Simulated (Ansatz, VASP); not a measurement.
**One calculation of Hf2SiN2, two programs**

```
Hf Si N
1.0
     3.96611    0.00000    0.00000
     0.00000    3.96611    0.00000
     0.00000    0.00000    4.11595
Hf Si N
2 1 2
Direct
  0.50000 0.00000 0.50000
  0.00000 0.50000 0.50000
  0.00000 0.00000 0.50000
  0.50000 0.00000 0.00000
  0.00000 0.50000 0.00000
```

Alike in both runs: task relaxation of cell and atoms; functional PBE; k mesh 4 × 4 × 4; occupations gaussian, width 0.1 eV; no spin polarisation.

```csv
,VASP,Ansatz
version,VASP 6.6.1,Ansatz 0.2.0
potentials or method,"VASP PAW PBE potentials, release 64 (Hf_pv, Si, N)","scalar-relativistic, plane waves, PAW"
plane-wave cutoff (eV),600,420
valence electrons in the cell,34,66
```

```tsv
	VASP	Ansatz	Ansatz less VASP
gap on the k mesh at the Fermi level, each at its own relaxed structure (eV)	none	none	-
relaxed volume (Å³/atom)	22.20	23.02	+0.822
relaxed cell length with the largest relative difference (Å)	5.261	5.357	+0.0967
energy change over the relaxation (meV/atom)	-2858	-2866	-8.3
```

A gap of «none» marks a metal or a gap that the smearing closes. The two sets of potentials don't hold the same shells in valence.

Caveats: the k mesh is coarse (spacing up to 0.40 Å⁻¹), so the values aren't converged; the volume moved by over 15 % at a fixed basis, so the end points are rough. The runs have no spin-orbit coupling, so splittings on Hf are missing.
